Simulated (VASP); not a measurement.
Consider the following.

```
CELL_PARAMETERS angstrom
      1.79199    -3.10382     0.00000
      1.79199     3.10382     0.00000
      0.00000     0.00000     5.70625
ATOMIC_POSITIONS crystal
  Zr 0.00000 0.00000 0.00000
  S  0.33333 0.66667 0.25013
  S  0.66667 0.33333 0.74987
```

Calculation: rev-vdW-DF2, VASP's PBE PAW potentials (set 64) (plane waves; VASP). Numerical set-up: 520 eV cut-off, 7×7×4 Γ-centred mesh, Gaussian smearing of 0.050 eV, potentials Zr_sv S.

Problem. The ions and cell shape at fixed volume are relaxed. Predict the relaxed structure.

Solution. 
```
CELL_PARAMETERS angstrom
      1.80881    -3.13295     0.00000
      1.80881     3.13295     0.00000
      0.00000     0.00000     5.60064
ATOMIC_POSITIONS crystal
  Zr 0.00000 0.00000 0.00000
  S  0.33333 0.66667 0.26196
  S  0.66667 0.33333 0.73804
```
Space group P-3m1 (164), at a tolerance of 0.03 Å.

Problem. How much energy does the relaxation gain?

Solution. The energy (σ→0) changes by -18.3 meV/atom, in 5 ionic steps.

The compound is ZrS2 in the 1T layered structure. This cell is one point of a volume scan, at 0.94 of the reference volume. Symmetry was kept, so distortions that lower it aren't found.
